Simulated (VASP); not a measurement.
# Lattice of TiTe2 across functionals and dispersion corrections

Which functional gives the lattice of TiTe2 as experiment finds it, and is a dearer one worth its cost? The levels: PBE, LDA, r2SCAN and PBE + D3(BJ). LASPH is on for some levels and off for others; the table marks which. The start is a cell from a database of measured crystal structures.

Main program and level: VASP 6.6.1; PBE, no spin polarisation; plane waves and PAW (Ti_sv, Te), in the first sound run; inputs show where later runs differ.

### 1. Set-up

Before any relaxation, the start is as follows. It takes space group P-3m1 (No. 164, trigonal). The conventional cell has a = 3.777 Å, b = 3.777 Å, c = 6.498 Å, α = 90.00°, β = 90.00°, γ = 120.00°. Nearest to Ti lie 6 Te at 2.77 Å. Nearest to Te lie 3 Ti at 2.77 Å. Farther neighbours and most contacts between anions are not listed.

As a file:

```xyz
3
Lattice="3.7770 0.0000 0.0000 -1.8885 3.2710 0.0000 0.0000 0.0000 6.4980" Properties=species:S:1:pos:R:3 pbc="T T T"
Ti    0.0000    0.0000    0.0000
Te    1.8885    1.0903    1.7077
Te    0.0000    2.1807    4.7903
```

### 2. Relaxation with PBE

Properties are meant for the cell that this level of theory prefers, so cell and atoms are relaxed first (ISIF = 3) until forces and stress are small; EDIFFG sets the threshold. PBE, the usual starting point, adds the gradient of the density.

The input, INCAR:

```
SYSTEM = TiTe2
PREC = Accurate
ENCUT = 520
EDIFF = 1E-06
NELM = 100
ISMEAR = -1
SIGMA = 0.05
LREAL = .FALSE.
ALGO = Normal
GGA = PE
NBANDS = 18
LORBIT = 11
LWAVE = .FALSE.
LCHARG = .FALSE.
KPAR = 2
IBRION = 2
NSW = 60
ISIF = 3
EDIFFG = -0.01
```

The input, POSCAR:

```
TiTe2
1.0
    3.7770000000      0.0000000000      0.0000000000
   -1.8885000000      3.2709779501      0.0000000000
    0.0000000000      0.0000000000      6.4980000000
Ti Te
1 2
Direct
    0.0000000000      0.0000000000      0.0000000000
    0.6666666667      0.3333333333      0.2628000000
    0.3333333333      0.6666666667      0.7372000000
```

The input, KPOINTS:

```
Automatic mesh
0
Gamma
8 8 4
0 0 0
```

Potentials, in the order of the species: Ti_sv and Te (PBE family, release 64).

Launch:

```console
mpirun -np 2 vasp_std
```

What it wrote:

```text
[banner, memory and clock lines left out]
running    2 mpi-ranks, on    1 nodes
 distrk:  each k-point on    1 cores,    2 groups
 distr:  one band on    1 cores,    1 groups

 POSCAR found type information on POSCAR TiTe
 POSCAR found :  2 types and       3 ions
 LDA part: xc-table for (Slater+PW92), standard interpolation
 POSCAR, INCAR and KPOINTS ok, starting setup
 FFT: planning ... GRIDC
 FFT: planning ... GRID_SOFT
 FFT: planning ... GRID
 WAVECAR not read
 entering main loop
       N       E                     dE             d eps       ncg     rms          rms(c)
DAV:   1     0.176654906483E+03    0.17665E+03   -0.10934E+04  1260   0.124E+03
DAV:   2    -0.164181943138E+01   -0.17830E+03   -0.17418E+03  1360   0.309E+02
DAV:   3    -0.178881918809E+02   -0.16246E+02   -0.15969E+02  2000   0.861E+01
DAV:   4    -0.184334876437E+02   -0.54530E+00   -0.54254E+00  1568   0.149E+01
DAV:   5    -0.184597206604E+02   -0.26233E-01   -0.26223E-01  1914   0.303E+00    0.121E+01
DAV:   6    -0.186321996455E+02   -0.17248E+00   -0.40204E+01  1462   0.397E+01    0.147E+01
DAV:   7    -0.164684081297E+02    0.21638E+01   -0.32625E+01  1602   0.340E+01    0.545E+00
DAV:   8    -0.162165448362E+02    0.25186E+00   -0.14068E+00  1458   0.837E+00    0.185E+00
DAV:   9    -0.162365075518E+02   -0.19963E-01   -0.36642E-01  1674   0.392E+00    0.169E+00
DAV:  10    -0.162172309352E+02    0.19277E-01   -0.35226E-01  1536   0.419E+00    0.887E-01
DAV:  11    -0.162116942274E+02    0.55367E-02   -0.37418E-02  1472   0.146E+00    0.397E-01
DAV:  12    -0.162118506344E+02   -0.15641E-03   -0.15736E-03  1484   0.317E-01    0.270E-01
DAV:  13    -0.162117058188E+02    0.14482E-03   -0.57691E-04  1636   0.173E-01    0.563E-02
DAV:  14    -0.162117080069E+02   -0.21881E-05   -0.16130E-05  1408   0.331E-02    0.414E-02
DAV:  15    -0.162117026652E+02    0.53417E-05   -0.90728E-06  1602   0.232E-02    0.245E-02
DAV:  16    -0.162117002102E+02    0.24550E-05   -0.12765E-05  1544   0.238E-02    0.176E-03
DAV:  17    -0.162117003842E+02   -0.17405E-06   -0.28196E-07   760   0.437E-03
   1 F= -.16211700E+02 E0= -.16205965E+02  d E =-.162117E+02
 curvature:   0.00 expect dE= 0.000E+00 dE for cont linesearch  0.000E+00
 trial: gam= 0.00000 g(F)=  0.562E-04 g(S)=  0.106E-01 ort = 0.000E+00 (trialstep = 0.100E+01)
 search vector abs. value=  0.106E-01
 bond charge predicted
       N       E                     dE             d eps       ncg     rms          rms(c)
DAV:   1    -0.163468014395E+02   -0.13510E+00   -0.23927E+00  1596   0.171E+01    0.336E+00
DAV:   2    -0.164849676299E+02   -0.13817E+00   -0.38274E+00  1580   0.143E+01    0.335E+00
DAV:   3    -0.162170532445E+02    0.26791E+00   -0.13121E+00  1508   0.726E+00    0.576E-01
DAV:   4    -0.162133291699E+02    0.37241E-02   -0.33335E-02  1546   0.120E+00    0.219E-01
DAV:   5    -0.162132060513E+02    0.12312E-03   -0.53520E-03  1808   0.461E-01    0.219E-01
DAV:   6    -0.162138169615E+02   -0.61091E-03   -0.96888E-04  1792   0.196E-01    0.904E-02
DAV:   7    -0.162140249184E+02   -0.20796E-03   -0.77048E-04  1860   0.108E-01    0.388E-02
DAV:   8    -0.162140620804E+02   -0.37162E-04   -0.87049E-05  1604   0.560E-02    0.287E-02
DAV:   9    -0.162140572475E+02    0.48328E-05   -0.45417E-05  1688   0.424E-02    0.104E-02
DAV:  10    -0.162140574907E+02   -0.24321E-06   -0.12958E-06   926   0.787E-03
   2 F= -.16214057E+02 E0= -.16208130E+02  d E =-.235711E-02
[...]
3 F= -.16215096E+02 E0= -.16209240E+02  d E =-.339583E-02
[...]
4 F= -.16216336E+02 E0= -.16210451E+02  d E =-.123987E-02
[...]
5 F= -.16219099E+02 E0= -.16213114E+02  d E =-.400297E-02
[...]
6 F= -.16220951E+02 E0= -.16214701E+02  d E =-.585479E-02
[...]
7 F= -.16220148E+02 E0= -.16213806E+02  d E =0.803267E-03
 trial-energy change:    0.000803  1 .order    0.000759   -0.000688    0.002205
 step:   0.5766(harm=  0.6181)  dis= 0.00068  next Energy=   -16.221027 (dE=-0.758E-04)
 bond charge predicted
       N       E                     dE             d eps       ncg     rms          rms(c)
DAV:   1    -0.162416635775E+02   -0.21516E-01   -0.37847E-01  1514   0.666E+00    0.126E+00
DAV:   2    -0.162542194937E+02   -0.12556E-01   -0.47649E-01  1522   0.502E+00    0.126E+00
DAV:   3    -0.162221391634E+02    0.32080E-01   -0.23307E-01  1508   0.295E+00    0.312E-01
DAV:   4    -0.162207604126E+02    0.13788E-02   -0.85725E-03  1602   0.750E-01    0.105E-01
DAV:   5    -0.162208605862E+02   -0.10017E-03   -0.49142E-04  1582   0.131E-01    0.101E-01
DAV:   6    -0.162210074494E+02   -0.14686E-03   -0.30346E-04  2132   0.918E-02    0.269E-02
DAV:   7    -0.162210153052E+02   -0.78559E-05   -0.48548E-05  1368   0.352E-02    0.169E-02
DAV:   8    -0.162210181726E+02   -0.28673E-05   -0.11695E-05  1934   0.180E-02    0.793E-03
DAV:   9    -0.162210187109E+02   -0.53834E-06   -0.13134E-06   834   0.737E-03
   8 F= -.16221019E+02 E0= -.16214749E+02  d E =-.677067E-04
 curvature:  -0.53 expect dE=-0.952E-05 dE for cont linesearch -0.112E-06
 trial: gam= 0.04892 g(F)=  0.172E-05 g(S)=  0.163E-04 ort =-0.981E-05 (trialstep = 0.219E+01)
 search vector abs. value=  0.182E-04
 reached required accuracy - stopping structural energy minimisation
```

It took 86 s on 2 MPI ranks of AMD EPYC 9R14 (Zen 4), shared host; peak memory 0.4 GiB; 2.8 min of CPU time.

Lines that name or quote the potential files are left out of all logs, and their timing lines are given in words.

Parts of OUTCAR (step 2):

```text
ion  position               nearest neighbor table
   1  0.000  0.000  0.000-   2 2.77   3 2.77   2 2.77   3 2.77   2 2.77   3 2.77
   2  0.667  0.333  0.263-   1 2.77   1 2.77   1 2.77
   3  0.333  0.667  0.737-   1 2.77   1 2.77   1 2.77

  LATTYP: Found a hexagonal cell.
 ALAT       =     3.7770000000
 C/A-ratio  =     1.7204130262

 Subroutine GETGRP returns: Found 12 space group operations
 (whereof 12 operations were pure point group operations)

The static configuration has the point symmetry D_3d.

 Found     35 irreducible k-points:

   k-points           NKPTS =     35   k-points in BZ     NKDIM =     35   number of bands    NBANDS=     18

   dimension x,y,z NGX =    28 NGY =   28 NGZ =   48
   dimension x,y,z NGXF=    56 NGYF=   56 NGZF=   96

   ENCUT  =  520.0 eV  38.22 Ry    6.18 a.u.   7.02  7.02 12.08*2*pi/ulx,y,z

   NELECT =      24.0000    total number of electrons

 k-points in reciprocal lattice and weights: Automatic mesh
   0.00000000  0.00000000  0.00000000       0.004
   0.12500000  0.00000000  0.00000000       0.023
   0.25000000  0.00000000  0.00000000       0.023
   0.37500000  0.00000000  0.00000000       0.023
   0.50000000  0.00000000  0.00000000       0.012
   0.12500000  0.12500000  0.00000000       0.023
   0.25000000  0.12500000  0.00000000       0.047
   0.37500000  0.12500000  0.00000000       0.047
   0.25000000  0.25000000  0.00000000       0.023
[...]
0.25000000  0.25000000  0.50000000       0.023
   0.37500000  0.25000000  0.50000000       0.023

 average (electrostatic) potential at core
       1 -75.2353       2 -87.7660       3 -87.7660

 E-fermi :   6.3512

 k-point     1 :       0.0000    0.0000    0.0000
  band No.  band energies     occupation
    ...
      5      -5.8728      2.00000
      6      -4.5776      2.00000
      7       1.3592      2.00000
      8       4.7472      2.00000
      9       4.7472      2.00000
     10       6.6098      0.01128
     11       6.6993      0.00189
     12       6.7582      0.00058
     13       6.7582      0.00058
     14       7.4256      0.00000
    ...

 k-point     2 :       0.1250    0.0000    0.0000
  band No.  band energies     occupation
    ...
      7       1.5658      2.00000
      8       4.3162      2.00000
      9       4.7692      2.00000
     10       5.7439      1.99999
     11       6.3191      1.31069
     12       6.5566      0.03236
     13       6.6698      0.00341
     14       7.3717      0.00000
     15       7.6382      0.00000
     16       9.0201      0.00000
    ...

 k-point     3 :       0.2500    0.0000    0.0000
  band No.  band energies     occupation
    ...
      8       3.3912      2.00000
      9       4.0029      2.00000
     10       4.7776      2.00000
     11       5.7590      1.99999
     12       5.7818      1.99998
     13       6.5390      0.04575
     14       7.5269      0.00000
     15       7.6312      0.00000
     16       9.1224      0.00000
     17       9.4263      0.00000
    ...

  Total        0.0119522      0.0119522     -0.0270184      0.0000000      0.0000000      0.0000000
  in kB        0.2296500      0.2296500     -0.5191333      0.0000000      0.0000000      0.0000000
  external PRESSURE =      -0.0199444 kB  Pullay stress =       0.0000000 kB

  energy-cutoff  :      520.00
  volume of cell :       83.39
      direct lattice vectors                 reciprocal lattice vectors
     3.784225166 -0.000000000 -0.000000000     0.264254889  0.152567631  0.000000000
    -1.892112583  3.277235127 -0.000000000     0.000000000  0.305135262  0.000000000
     0.000000000 -0.000000000  6.723669292     0.000000000  0.000000000  0.148728314

 POSITION                                       TOTAL-FORCE (eV/Angst)
 -----------------------------------------------------------------------------------
      0.00000      0.00000     -0.00000        -0.000000      0.000000      0.000000
      1.89211      1.09241      1.71864        -0.000000      0.000000     -0.004217
     -0.00000      2.18482      5.00503         0.000000     -0.000000      0.004217
 -----------------------------------------------------------------------------------
    total drift:                               -0.000000      0.000000     -0.000000

  FREE ENERGIE OF THE ION-ELECTRON SYSTEM (eV)
  ---------------------------------------------------
  free  energy   TOTEN  =       -16.2210187109 eV

  energy  without entropy=      -16.2084798094  energy(sigma->0) =      -16.21474926

 reached required accuracy - stopping structural energy minimisation

 total charge
# of ion       s       p       d       tot
------------------------------------------
    1        2.167   6.119   1.859  10.144
    2        1.383   1.993   0.035   3.411
    3        1.383   1.993   0.035   3.411
--------------------------------------------------
tot          4.933  10.104   1.930  16.966

[... 3 further parts left out ...]
```

CONTCAR:

```
TiTe2
   1.00000000000000
     3.7842251661083117   -0.0000000000000000   -0.0000000000000000
    -1.8921125830541559    3.2772351274963945   -0.0000000000000000
     0.0000000000000000   -0.0000000000000000    6.7236692918493848
  Ti              Te
     1     2
Direct
     0.0000000000000000    0.0000000000000000    0.0000000000000000
     0.6666666667000030    0.3333333332999970    0.2556106893934667
     0.3333333332999970    0.6666666667000030    0.7443893106065332
```

This run has no spin polarisation, although Ti can carry a moment. The k-mesh is coarse for a metal. The bonds form layers, held to each other by dispersion, which PBE lacks, so the spacing between them is unreliable. LASPH is off, so gradient terms of the non-spherical density inside the spheres are left out; for open d or f shells this can shift gaps and moments. The run keeps the 12 symmetry operations of its start, so it cannot find a distortion of lower symmetry.

Step by step:

```csv
step,energy less that of the first step (eV),largest force (eV/Å),pressure (GPa),volume (Å³)
1,0.0000,0.0241,0.89,80.28
2,-0.0024,0.1815,-0.50,82.03
3,-0.0034,0.1091,-0.02,81.40
4,-0.0046,0.0961,0.00,81.58
5,-0.0074,0.0584,0.02,82.11
6,-0.0093,0.0127,0.14,83.18
7,-0.0084,0.0640,-0.43,84.11
8,-0.0093,0.0042,0.00,83.39
```

```csv
"conventional cell, symmetrised",before,after,change
a (Å),3.777,3.784,+0.2 %
b (Å),3.777,3.784,+0.2 %
c (Å),6.498,6.724,+3.5 %
volume (Å³/atom),26.76,27.80,+3.9 %
```

The atoms that moved most (Å, as changes of fractional coordinates times the final cell):

```csv
atom,dx,dy,dz,length
Te2,0.000,0.000,-0.048,0.048
Te3,0.000,0.000,0.048,0.048
```

The relaxed structure:

```
Ti Te
1.0
     3.78423    0.00000    0.00000
    -1.89211    3.27724    0.00000
     0.00000    0.00000    6.72367
Ti Te
1 2
Direct
  0.00000 0.00000 0.00000
  0.66667 0.33333 0.25561
  0.33333 0.66667 0.74439
```

This step gave:

* electrons: 24
* bands: 18
* irreducible k-points: 35
* symmetry operations: 12
* free energy (TOTEN): -16.22 eV
* energy at zero smearing: -16.21 eV
* Fermi energy: 6.351 eV
* pressure: -0.001994 GPa
* metallic: yes
* SCF cycles over all ionic steps: 79

It ends with a largest force of 0.004 eV/Å and a pressure of 0.00 GPa. The volume lies +3.9 % from that of the database's start. The conventional cell has a = 3.784 and c = 6.724 Å.

[end of part 1 of 3]

[Lines on the potential files, build, host, timing and source positions are cut from VASP's logs without a mark.]

[Logs are printed without paths, hosts, clocks, repeated set-up lines and the standing remarks that a program may print on its own settings, such as how far it seeks lower states.]

[Hosts, paths, dates, database ids (printed as entryN), source tags and the programs' standing remarks are cut or masked in the printed files.]

[A measured line is paired with the nearest computed mode of its activity, which favours agreement.]
